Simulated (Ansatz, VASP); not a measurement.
## SiC in two plane-wave programs

One calculation is typed for both programs; each brings its own data sets. How far apart do they land? The cell is taken from a series of runs on this material, whose earlier steps may have relaxed, scaled, displaced or heated it; both programs get it as it stands.

Program: Ansatz 0.2.0. Level of theory: plane waves, with VASP 6.6.1 beside it; zone-centre phonons at LDA. Results are calculated unless marked as measured.

## Step 1: Starting point

It takes space group P6_3mc (No. 186, hexagonal). The conventional cell has a = 3.069 Å, b = 3.069 Å, c = 9.712 Å, α = 90.00°, β = 90.00°, γ = 120.00°. Nearest to C lie 4 Si at 1.85 to 1.86 Å. Nearest to C lie 4 Si at 1.84 to 1.87 Å. Si has 4 C at 1.85 to 1.87 Å nearest. Nearest to Si lie 4 C at 1.84 to 1.86 Å. Farther neighbours are not listed.

Structure file:

```cif
data_structure
_symmetry_space_group_name_H-M 'P 1'
_symmetry_Int_Tables_number 1
_cell_length_a 3.0686
_cell_length_b 3.0686
_cell_length_c 9.7118
_cell_angle_alpha 90.000
_cell_angle_beta 90.000
_cell_angle_gamma 120.000
_cell_volume 79.20
loop_
_atom_site_label
_atom_site_type_symbol
_atom_site_fract_x
_atom_site_fract_y
_atom_site_fract_z
_atom_site_occupancy
C1 C 0.66667 0.33333 0.74866 1
C2 C 0.33333 0.66667 0.24866 1
C3 C 0.00000 0.00000 0.49944 1
C4 C 0.00000 0.00000 0.99944 1
Si5 Si 0.66667 0.33333 0.93881 1
Si6 Si 0.33333 0.66667 0.43881 1
Si7 Si 0.00000 0.00000 0.68909 1
Si8 Si 0.00000 0.00000 0.18909 1
```

## Step 2: VASP: zone-centre phonons, LDA

Second derivatives magnify differences that forces hide, and they need a tight electronic threshold.

Lines of VASP's logs that name or quote its potential files are left out, and so is its time.

INCAR

```
SYSTEM = SiC
PREC = Accurate
ENCUT = 600
EDIFF = 1E-08
NELM = 120
ISMEAR = 0
SIGMA = 0.01
LREAL = .FALSE.
ALGO = Normal
GGA = CA
NBANDS = 24
LORBIT = 11
LWAVE = .FALSE.
LCHARG = .FALSE.
ISIF = 2
IBRION = 8
LEPSILON = .TRUE.
LASPH = .TRUE.
GGA_COMPAT = .FALSE.
EFERMI = MIDGAP
KPAR = 2
```

POSCAR

```
SiC
1.0
    3.0685611213      0.0000000000      0.0000000000
   -1.5342805607      2.6574518841      0.0000000000
    0.0000000000      0.0000000000      9.7118234500
C Si
4 4
Direct
    0.6666666650      0.3333333350      0.7486614943
    0.3333333350      0.6666666650      0.2486614943
    0.9999999974      0.0000000026      0.4994392436
    0.0000000026      0.9999999974      0.9994392436
    0.6666666687      0.3333333313      0.9388077420
    0.3333333313      0.6666666687      0.4388077420
    0.9999999980      0.0000000020      0.6890905199
    0.0000000020      0.9999999980      0.1890905199
```

KPOINTS

```
Automatic mesh
0
Gamma
9 9 4
0 0 0
```

Potentials, in the order of the species: C and Si (LDA family, release 64).

Command:

```console
> mpirun -np 2 vasp_std
```

Numbers of over 12 decimals in the logs are rounded to 6 here.

The log of the run:

```text
[banner, memory and clock lines left out]
running    2 mpi-ranks, on    1 nodes
 distrk:  each k-point on    1 cores,    2 groups
 distr:  one band on    1 cores,    1 groups

 POSCAR found type information on POSCAR C Si
 POSCAR found :  2 types and       8 ions
 LDA part: xc-table for (Slater(with rela. corr.)+CA(PZ))
 , standard interpolation
 POSCAR, INCAR and KPOINTS ok, starting setup
 FFT: planning ... GRIDC
 FFT: planning ... GRID_SOFT
 FFT: planning ... GRID
 WAVECAR not read
 entering main loop
       N       E                     dE             d eps       ncg     rms          rms(c)
DAV:   1     0.808571272790E+02    0.80857E+02   -0.16185E+04  1728   0.136E+03
DAV:   2    -0.677940604713E+02   -0.14865E+03   -0.13784E+03  2376   0.212E+02
DAV:   3    -0.750650125822E+02   -0.72710E+01   -0.72202E+01  2304   0.451E+01
DAV:   4    -0.751613222131E+02   -0.96310E-01   -0.96221E-01  2216   0.626E+00
DAV:   5    -0.751632096405E+02   -0.18874E-02   -0.18871E-02  2280   0.820E-01    0.191E+01
DAV:   6    -0.668390327950E+02    0.83242E+01   -0.24216E+01  2200   0.224E+01    0.881E+00
DAV:   7    -0.665344228817E+02    0.30461E+00   -0.23748E+00  2384   0.727E+00    0.345E+00
DAV:   8    -0.664629303951E+02    0.71492E-01   -0.14777E-01  2104   0.189E+00    0.111E+00
DAV:   9    -0.664520863725E+02    0.10844E-01   -0.19852E-02  2240   0.762E-01    0.163E-01
DAV:  10    -0.664521701205E+02   -0.83748E-04   -0.96453E-04  2168   0.179E-01    0.852E-02
DAV:  11    -0.664521795648E+02   -0.94443E-05   -0.35153E-05  2272   0.396E-02    0.235E-02
DAV:  12    -0.664521748592E+02    0.47057E-05   -0.85978E-06  2184   0.151E-02    0.963E-03
DAV:  13    -0.664521743129E+02    0.54629E-06   -0.26712E-06  2256   0.754E-03    0.200E-03
DAV:  14    -0.664521743117E+02    0.12201E-08   -0.12442E-07  2216   0.220E-03    0.649E-04
DAV:  15    -0.664521743131E+02   -0.14793E-08   -0.91025E-09  1600   0.591E-04
   1 F= -.66452174E+02 E0= -.66452174E+02  d E =0.000000E+00
 Linear response reoptimize wavefunctions to high precision
DAV:   1    -0.664521743131E+02    0.10004E-10   -0.96631E-10  1576   0.220E-04
 Linear response G [H, r] |phi>, progress :
  Direction:   1
       N       E                     dE             d eps       ncg     rms
RMM:   1    -0.150824062412E+03   -0.15082E+03    0.19084E+01  4496   0.749E+01
RMM:   2    -0.102952528782E+03    0.47872E+02   -0.16665E+01  2981   0.223E+01
RMM:   3    -0.103002357481E+03   -0.49829E-01   -0.41809E-01  3108   0.298E+00
RMM:   4    -0.102994018043E+03    0.83394E-02   -0.14675E-02  3287   0.515E-01
RMM:   5    -0.102993624315E+03    0.39373E-03    0.21388E-04  3268   0.108E-01
RMM:   6    -0.102993691531E+03   -0.67216E-04    0.22779E-04  3368   0.286E-02
RMM:   7    -0.102993732384E+03   -0.40852E-04   -0.18536E-04  3292   0.106E-02
RMM:   8    -0.102993738102E+03   -0.57187E-05   -0.44041E-04  3425   0.645E-03
RMM:   9    -0.102993743125E+03   -0.50223E-05   -0.34500E-04  3296   0.538E-03
RMM:  10    -0.102993743188E+03   -0.63105E-07   -0.34906E-04  3017   0.510E-03
RMM:  11    -0.102993742829E+03    0.35827E-06   -0.41498E-05  2804   0.497E-03
RMM:  12    -0.102993742775E+03    0.54007E-07   -0.20573E-04  2762   0.492E-03
 Linear response G [H, r] |phi>, progress :
  Direction:   2
       N       E                     dE             d eps       ncg     rms
RMM:   1    -0.173341496804E+03   -0.17334E+03   -0.31575E+02  4392   0.715E+01
RMM:   2    -0.129719805937E+03    0.43622E+02   -0.12870E+01  2955   0.203E+01
RMM:   3    -0.129783990146E+03   -0.64184E-01   -0.26454E-01  3060   0.253E+00
RMM:   4    -0.129781434719E+03    0.25554E-02   -0.16384E-02  3264   0.403E-01
RMM:   5    -0.129780523568E+03    0.91115E-03   -0.11728E-03  3251   0.755E-02
RMM:   6    -0.129780407746E+03    0.11582E-03    0.23435E-04  3314   0.184E-02
RMM:   7    -0.129780389548E+03    0.18198E-04    0.40059E-04  3268   0.731E-03
RMM:   8    -0.129780388915E+03    0.63276E-06    0.32500E-04  3360   0.520E-03
RMM:   9    -0.129780388573E+03    0.34243E-06    0.85287E-04  3238   0.480E-03
RMM:  10    -0.129780389955E+03   -0.13827E-05    0.28543E-04  2913   0.466E-03
RMM:  11    -0.129780391781E+03   -0.18258E-05    0.33265E-04  2709   0.462E-03
RMM:  12    -0.129780392309E+03   -0.52753E-06    0.37660E-04  2675   0.461E-03
 Linear response G [H, r] |phi>, progress :
  Direction:   3
       N       E                     dE             d eps       ncg     rms
RMM:   1    -0.196852757387E+03   -0.19685E+03   -0.34615E+02  4541   0.757E+01
RMM:   2    -0.116255994737E+03    0.80597E+02   -0.18062E+01  2979   0.229E+01
RMM:   3    -0.116355958165E+03   -0.99963E-01   -0.44583E-01  3078   0.293E+00
RMM:   4    -0.116347325035E+03    0.86331E-02   -0.35361E-02  3251   0.467E-01
RMM:   5    -0.116345437602E+03    0.18874E-02   -0.74176E-03  3243   0.930E-02
RMM:   6    -0.116344930583E+03    0.50702E-03   -0.18218E-03  3304   0.233E-02
[...]
Born effective charge ion    1 direction 3 :   0.000   0.000  -2.780
 Linear response progress:
  Degree of freedom:   3/  8
       N       E                     dE             d eps       ncg     rms          rms(c)
RMM:   1    -0.129262955178E+00   -0.12926E+00    0.57960E-02 16696   0.172E+00
RMM:   2    -0.124738192277E+00    0.45248E-02   -0.49237E-03 12686   0.379E-01    0.218E-01
[...]
RMM:   1    -0.189212884123E-01   -0.18921E-01   -0.35027E-03 19198   0.818E-01
RMM:   2    -0.154348495863E-01    0.34864E-02   -0.12411E-03 12938   0.219E-01    0.136E-01
RMM:   3    -0.153430768873E-01    0.91773E-04    0.12509E-04 13553   0.560E-02    0.785E-02
RMM:   4    -0.154241841826E-01   -0.81107E-04    0.15638E-04 13149   0.520E-02    0.832E-03
RMM:   5    -0.154237300552E-01    0.45413E-06   -0.30981E-06 13983   0.112E-02    0.228E-03
RMM:   6    -0.154231904009E-01    0.53965E-06    0.15965E-05 14326   0.164E-03    0.904E-04
RMM:   7    -0.154226287038E-01    0.56170E-06    0.19528E-06 14308   0.460E-04    0.130E-04
RMM:   8    -0.154224965533E-01    0.13215E-06    0.57280E-07 14564   0.155E-04    0.279E-05
RMM:   9    -0.154225556548E-01   -0.59101E-07    0.33518E-07 14526   0.671E-05    0.560E-06
RMM:  10    -0.154225634594E-01   -0.78046E-08    0.38756E-07 15048   0.427E-05    0.242E-06
RMM:  11    -0.154225656214E-01   -0.21620E-08    0.26740E-07 14767   0.368E-05    0.784E-07
RMM:  12    -0.154225682568E-01   -0.26354E-08    0.22633E-07 13818   0.345E-05    0.250E-07
RMM:  13    -0.154225684210E-01   -0.16422E-09    0.22355E-07 12571   0.340E-05    0.145E-07
RMM:  14    -0.154225685128E-01   -0.91794E-10    0.21862E-07 12106   0.338E-05    0.336E-08
 first order change of Fermi-energy  -0.12327E-04
 force on displaced ion       5 direction 1 : -20.942  -0.001   0.000
 Born effective charge ion    5 direction 1 :   2.715  -0.000  -0.000
 Linear response progress:
  Degree of freedom:   6/  8
       N       E                     dE             d eps       ncg     rms          rms(c)
RMM:   1    -0.465010098684E-01   -0.46501E-01    0.45411E-02  5706   0.126E+00
RMM:   2    -0.363912500739E-01    0.10110E-01   -0.45428E-03  3423   0.389E-01    0.167E-01
RMM:   3    -0.356831955543E-01    0.70805E-03   -0.78446E-04  3708   0.121E-01    0.940E-02
RMM:   4    -0.354193651600E-01    0.26383E-03    0.43565E-05  3816   0.838E-02    0.292E-02
RMM:   5    -0.354381100983E-01   -0.18745E-04    0.24430E-04  3798   0.276E-02    0.662E-03
RMM:   6    -0.354777578063E-01   -0.39648E-04    0.20932E-05  3698   0.961E-03    0.274E-03
RMM:   7    -0.354807155389E-01   -0.29577E-05    0.31996E-06  3753   0.319E-03    0.863E-04
RMM:   8    -0.354830497937E-01   -0.23343E-05   -0.59370E-06  3816   0.103E-03    0.311E-04
RMM:   9    -0.354826394723E-01    0.41032E-06   -0.16913E-06  3865   0.310E-04    0.145E-04
RMM:  10    -0.354826192370E-01    0.20235E-07   -0.14905E-06  3847   0.217E-04    0.252E-05
RMM:  11    -0.354827028469E-01   -0.83610E-07   -0.34608E-06  3877   0.102E-04    0.835E-06
RMM:  12    -0.354825674579E-01    0.13539E-06   -0.11553E-06  3932   0.631E-05    0.570E-06
RMM:  13    -0.354826043176E-01   -0.36860E-07   -0.58410E-07  4057   0.571E-05    0.711E-07
RMM:  14    -0.354826021161E-01    0.22015E-08   -0.72692E-07  3934   0.538E-05    0.503E-07
RMM:  15    -0.354826159856E-01   -0.13870E-07   -0.86624E-07  3338   0.528E-05    0.296E-07
RMM:  16    -0.354826209281E-01   -0.49425E-08   -0.94839E-07  3195   0.527E-05    0.410E-08
 first order change of Fermi-energy   0.55262E+00
 force on displaced ion       5 direction 3 :  -0.000   0.000 -33.704
 Born effective charge ion    5 direction 3 :   0.000   0.000   2.631
 Linear response progress:
  Degree of freedom:   7/  8
       N       E                     dE             d eps       ncg     rms          rms(c)
RMM:   1    -0.191429984442E-01   -0.19143E-01   -0.37980E-03 19153   0.825E-01
RMM:   2    -0.155985001557E-01    0.35445E-02   -0.19821E-03 12907   0.221E-01    0.136E-01
RMM:   3    -0.154988603162E-01    0.99640E-04   -0.47098E-04 13589   0.567E-02    0.784E-02
RMM:   4    -0.155818589283E-01   -0.82999E-04   -0.44918E-04 13184   0.523E-02    0.830E-03
RMM:   5    -0.155173012124E-01    0.64558E-04    0.29820E-05 13992   0.112E-02    0.230E-03
RMM:   6    -0.155216747285E-01   -0.43735E-05    0.81180E-06 14314   0.168E-03    0.891E-04
RMM:   7    -0.155212521673E-01    0.42256E-06   -0.66757E-07 14293   0.473E-04    0.142E-04
RMM:   8    -0.155208590174E-01    0.39315E-06    0.73882E-07 14539   0.169E-04    0.289E-05
RMM:   9    -0.155209805316E-01   -0.12151E-06    0.28323E-08 14515   0.781E-05    0.534E-06
RMM:  10    -0.155209935934E-01   -0.13062E-07    0.11398E-07 15114   0.530E-05    0.258E-06
RMM:  11    -0.155209952308E-01   -0.16374E-08   -0.18413E-08 14871   0.469E-05    0.696E-07
 first order change of Fermi-energy   0.10118E-04
 force on displaced ion       7 direction 1 : -21.256  -0.001  -0.000
 Born effective charge ion    7 direction 1 :   2.722  -0.000  -0.000
 Linear response progress:
  Degree of freedom:   8/  8
       N       E                     dE             d eps       ncg     rms          rms(c)
RMM:   1    -0.482251854338E-01   -0.48225E-01    0.29349E-02  5734   0.126E+00
RMM:   2    -0.364394219990E-01    0.11786E-01   -0.58490E-03  3434   0.396E-01    0.168E-01
RMM:   3    -0.357094569491E-01    0.72997E-03   -0.22252E-03  3714   0.124E-01    0.945E-02
RMM:   4    -0.354829566389E-01    0.22650E-03   -0.19408E-03  3815   0.853E-02    0.300E-02
RMM:   5    -0.353902176581E-01    0.92739E-04   -0.60745E-04  3829   0.287E-02    0.708E-03
RMM:   6    -0.353568968550E-01    0.33321E-04   -0.87266E-05  3694   0.100E-02    0.288E-03
RMM:   7    -0.353474209816E-01    0.94759E-05    0.22169E-05  3763   0.345E-03    0.914E-04
RMM:   8    -0.353503083732E-01   -0.28874E-05    0.11804E-05  3810   0.108E-03    0.371E-04
RMM:   9    -0.353504236297E-01   -0.11526E-06    0.11354E-05  3862   0.341E-04    0.165E-04
RMM:  10    -0.353506327003E-01   -0.20907E-06    0.10678E-05  3836   0.229E-04    0.314E-05
RMM:  11    -0.353509931696E-01   -0.36047E-06    0.77207E-06  3855   0.101E-04    0.101E-05
RMM:  12    -0.353513470590E-01   -0.35389E-06    0.25677E-06  3935   0.550E-05    0.597E-06
RMM:  13    -0.353514261488E-01   -0.79090E-07    0.27395E-06  4016   0.469E-05    0.110E-06
RMM:  14    -0.353514702098E-01   -0.44061E-07    0.22799E-06  4053   0.439E-05    0.549E-07
RMM:  15    -0.353514321701E-01    0.38040E-07    0.28361E-06  3535   0.426E-05    0.341E-07
RMM:  16    -0.353514226590E-01    0.95111E-08    0.28103E-06  3175   0.423E-05    0.671E-08
 first order change of Fermi-energy   0.74610E+00
 force on displaced ion       7 direction 3 :   0.000  -0.000 -33.644
 Born effective charge ion    7 direction 3 :   0.000   0.000   3.011
 Born effective charges drift removed
 Linear response finished
```

[end of part 1 of 3]

[Lines on the potential files, build, host, timing and source positions are cut from VASP's logs without a mark.]

[Logs are printed without paths, hosts, clocks, repeated set-up lines and the standing remarks that a program may print on its own settings, such as how far it seeks lower states.]

[Hosts, paths, dates, database ids (printed as entryN), source tags and the programs' standing remarks are cut or masked in the printed files.]
